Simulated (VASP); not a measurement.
All values below come from PBE GGA, VASP's PBE PAW potentials (set 64) (plane waves; VASP).

A VASP calculation is set up with these files.

### INCAR
```
EDIFF=1E-6   ! SCF stop (eV)
PREC=Accurate
LWAVE=.FALSE.
LMAXMIX=4
SYSTEM=RuS
ALGO=All
LREAL=.FALSE.   ! projection in real space or not
ISMEAR=0   ! Gaussian
ISIF=2   ! forces and stress, cell fixed
SIGMA=0.05   ! width (eV)
LCHARG=.FALSE.
LASPH=.TRUE.   ! aspherical one-centre terms
GGA=PE   ! PBE
NELM=100
ENCUT=400   ! plane-wave cut-off (eV)
```

File POSCAR:
```
RuS
1
    2.7970250000     0.0000000000     0.0000000000
    0.0000000000     2.7970250000     0.0000000000
    0.0000000000     0.0000000000     2.7970250000
Ru S
1 1
Direct
  0.0000000000   0.0000000000   0.0000000000
  0.5000000000   0.5000000000   0.5000000000
```

KPOINTS:
```
kpoints
0
gamma
  9 9 9
```

POTCAR, in this order: Ru_pv S (PBE.64 set). Program: vasp_std.

Output of the run:

File OSZICAR:
```
       N       E                     dE             d eps       ncg     rms           ort
DAV:   1     0.135947527995E+03    0.13595E+03   -0.10380E+04   490   0.127E+03
DAV:   2    -0.913417184250E+01   -0.14508E+03   -0.14221E+03   490   0.348E+02
DAV:   3    -0.126024893526E+02   -0.34683E+01   -0.34460E+01   490   0.550E+01
DAV:   4    -0.126337893762E+02   -0.31300E-01   -0.31293E-01   490   0.507E+00
DAV:   5    -0.126343677723E+02   -0.57840E-03   -0.57838E-03   490   0.586E-01
SDA:   6    -0.106417224461E+02    0.19926E+01   -0.57838E-03   490   0.987E+01   0.000E+00
CGA:   7    -0.119736498549E+02   -0.13319E+01   -0.14282E+01   490   0.494E+00   0.481E+00
CGA:   8    -0.120993397068E+02   -0.12569E+00   -0.12520E+00   490   0.624E-01   0.674E-02
CGA:   9    -0.121210417123E+02   -0.21702E-01   -0.21653E-01   490   0.209E-01   0.333E-03
CGA:  10    -0.121258584514E+02   -0.48167E-02   -0.48196E-02   490   0.304E-02  -0.168E-03
CGA:  11    -0.121268886117E+02   -0.10302E-02   -0.10316E-02   490   0.626E-03  -0.108E-04
CGA:  12    -0.121271113224E+02   -0.22271E-03   -0.22197E-03   490   0.165E-03   0.578E-05
CGA:  13    -0.121271811008E+02   -0.69778E-04   -0.70470E-04   490   0.464E-04  -0.379E-05
CGA:  14    -0.121271945597E+02   -0.13459E-04   -0.13407E-04   490   0.115E-04   0.143E-05
CGA:  15    -0.121271982693E+02   -0.37096E-05   -0.37967E-05   490   0.293E-05  -0.149E-05
CGA:  16    -0.121271989261E+02   -0.65683E-06   -0.66165E-06   490   0.710E-06   0.531E-06
   1 F= -.12127199E+02 E0= -.12126119E+02  d E =-.216081E-02
```

**OUTCAR**
```
------------------------ aborting loop because EDIFF is reached ----------------------------------------
  FORCE on cell =-STRESS in cart. coord.  units (eV):
  Direction    XX          YY          ZZ          XY          YZ          ZX
  --------------------------------------------------------------------------------------
  Total        8.4649479      8.4649479      8.4649479     -0.0000000      0.0000000     -0.0000000
  in kB      619.7918000    619.7918000    619.7918000     -0.0000000      0.0000000     -0.0000000
  external PRESSURE =     619.7918000 kB  Pullay stress =       0.0000000 kB
  volume of cell :       21.88
      direct lattice vectors                 reciprocal lattice vectors
     2.797025000  0.000000000  0.000000000     0.357522725  0.000000000  0.000000000
     0.000000000  2.797025000  0.000000000     0.000000000  0.357522725  0.000000000
     0.000000000  0.000000000  2.797025000     0.000000000  0.000000000  0.357522725
 POSITION                                       TOTAL-FORCE (eV/Angst)
 -----------------------------------------------------------------------------------
      0.00000      0.00000      0.00000         0.000000      0.000000      0.000000
      1.39851      1.39851      1.39851         0.000000      0.000000      0.000000
 -----------------------------------------------------------------------------------
    total drift:                               -0.000000     -0.000000     -0.000000
  FREE ENERGIE OF THE ION-ELECTRON SYSTEM (eV)
  ---------------------------------------------------
  free  energy   TOTEN  =       -12.1271989261 eV

  energy  without entropy=      -12.1250381117  energy(sigma->0) =      -12.12611852
```
(Selected blocks of OUTCAR.)

The structure was generated: RuS was put into the CsCl type (Pm-3m), which need not be its known phase. The cell was not relaxed at this level. The run is one of a series of settings (ALGO = All against the base run), some of them coarse on purpose.
